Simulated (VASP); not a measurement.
Energy against volume of InAs (zinc blende). All values below come from PBEsol GGA, VASP's PBE PAW potentials (set 64) (plane waves; VASP 6.6.1). Numerical set-up: 520 eV cut-off, 10×10×10 Γ-centred mesh, first-order Methfessel-Paxton smearing of 0.10 eV, potentials In_d As.

```tsv
V (Å³/atom)	E (eV/atom)
26.558	-4.22504
27.405	-4.24026
28.253	-4.24496
29.100	-4.24082
```

Q: Fit these four points and predict the energy of the run at 29.948 Å³/atom.

A: A cubic in V^(−2/3), the third-order Birch-Murnaghan form, passes through the four points with V0 = 28.25 Å³/atom and B0 = 56 GPa, and gives -4.2292 eV/atom there. The run gave -4.2292 eV/atom, +0.0 meV/atom from the fit; all five points give B0 = 56 GPa.

The compound is InAs in the zinc blende structure. It was relaxed first.
